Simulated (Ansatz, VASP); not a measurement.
**One calculation of SnGeTe3, two programs**

The input INCAR:

```
SYSTEM = SnGeTe3
PREC = Accurate ; ENCUT = 520
EDIFF = 1E-7 ; ISMEAR = 0
SIGMA = 0.05 ; LREAL = .False.
LASPH = .True. ; NELM = 100
ALGO = Normal ; ISIF = 2
LWAVE = .False. ; LCHARG = .False.
GGA = PE ; NBANDS = 31
```

File KPOINTS:

```
Automatic mesh
0
Gamma
  4 4 4
  0 0 0
```

Contents of POSCAR:

```
SnGeTe3
1.0
    5.3881494493      0.0000000000      0.0000000000
    0.0000000000      5.3881494493      0.0000000000
    0.0000000000      0.0000000000      5.3881494493
Sn Ge Te
1 1 3
Direct
    0.0000000000      0.0000000000      0.0000000000
    0.5000000000      0.5000000000      0.5000000000
    0.5000000000      0.5000000000      0.0000000000
    0.5000000000      0.0000000000      0.5000000000
    0.0000000000      0.5000000000      0.5000000000
```

Input for Ansatz:

```yaml
crystal:
  lattice:
    - [5.3881494493, 0.0, 0.0]
    - [0.0, 5.3881494493, 0.0]
    - [0.0, 0.0, 5.3881494493]
  atoms:
    - { symbol: Sn, position: [0.0, 0.0, 0.0] }
    - { symbol: Ge, position: [0.5, 0.5, 0.5] }
    - { symbol: Te, position: [0.5, 0.5, 0.0] }
    - { symbol: Te, position: [0.5, 0.0, 0.5] }
    - { symbol: Te, position: [0.0, 0.5, 0.5] }
basis:
  ecutwfc: 420
kpoints:
  mp_grid: { grid: [4, 4, 4] }
hamiltonian:
  xc: pbe
scf:
  occupations: { method: gaussian, width: 0.05 }
output:
  forces: true
  stress: true
  eigenvalues: true
```

The cell comes from a database or a generator and needn't be the stable form of this composition.

Alike in both runs: task single point; functional PBE; k mesh 4 × 4 × 4; occupations gaussian, width 0.05 eV; no spin polarisation.

|  | VASP | Ansatz |
| --- | --- | --- |
| version | VASP 6.6.1 | Ansatz 0.2.0 |
| potentials or method | VASP PAW PBE potentials, release 64 (Sn_d, Ge_d, Te) | scalar-relativistic, plane waves, PAW |
| plane-wave cutoff (eV) | 520 | 420 |
| valence electrons in the cell | 46 | 76 |

```tsv
	VASP	Ansatz	Ansatz less VASP
gap on the k mesh at the Fermi level (eV)	none	none	-
pressure (GPa)	1.6	1.6	+0.02
```

A gap of «none» marks a metal or a gap that the smearing closes. The two sets of potentials don't hold the same shells in valence.

Spin-orbit coupling is left out, which matters for the levels of Te.
